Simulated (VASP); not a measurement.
La₂O₃ (a-type) is relaxed at rising pressure, each step from the one before. Symmetry mostly holds the structure type, and other phases were not tried. The mesh follows the cell, and a change of mesh leaves a small step in the series.

Input:

```cif
data_La2O3
_chemical_formula_sum 'La2 O3'
_space_group_name_H-M_alt 'P-3m1'
_space_group_IT_number 164
_space_group_name_Hall '-P 3 2"'
_cell_length_a 3.88152
_cell_length_b 3.88152
_cell_length_c 5.94536
_cell_angle_alpha 90.000
_cell_angle_beta 90.000
_cell_angle_gamma 120.000
loop_
_atom_site_label
_atom_site_type_symbol
_atom_site_symmetry_multiplicity
_atom_site_Wyckoff_symbol
_atom_site_fract_x
_atom_site_fract_y
_atom_site_fract_z
_atom_site_occupancy
La1 La 2 d 0.33333 0.66667 0.24387 1
O1 O 1 a 0.00000 0.00000 0.00000 1
O2 O 2 d 0.66667 0.33333 0.35351 1
```

These are LDA (Ceperley-Alder, Perdew-Zunger), VASP's LDA PAW potentials (set 64) (plane waves; VASP) values and carry that method's errors. Settings: 620 eV cut-off, 7×7×4 Γ-centred mesh, Gaussian smearing of 0.050 eV, potentials La O.

```csv
P (GPa),V (Å³/atom),H − H(0) (eV/atom),space group,k-mesh
0,15.51,0.000,P-3m1,7×7×4
5,14.93,0.476,P-3m1,7×7×4
10,14.45,0.935,P-3m1,7×7×4
20,?,?,P-3m1,7×7×4
30,?,?,P-3m1,7×7×4
45,12.36,3.836,P-3m1,7×7×5
```

### Question
Complete the blanks.

### Answer

- 20, V (Å³/atom): 13.65
- 20, H − H(0) (eV/atom): 1.813
- 30, V (Å³/atom): 13.05
- 30, H − H(0) (eV/atom): 2.647

Pressures at which the relaxation failed are left out.

The compound is La2O3 in the a-type structure.
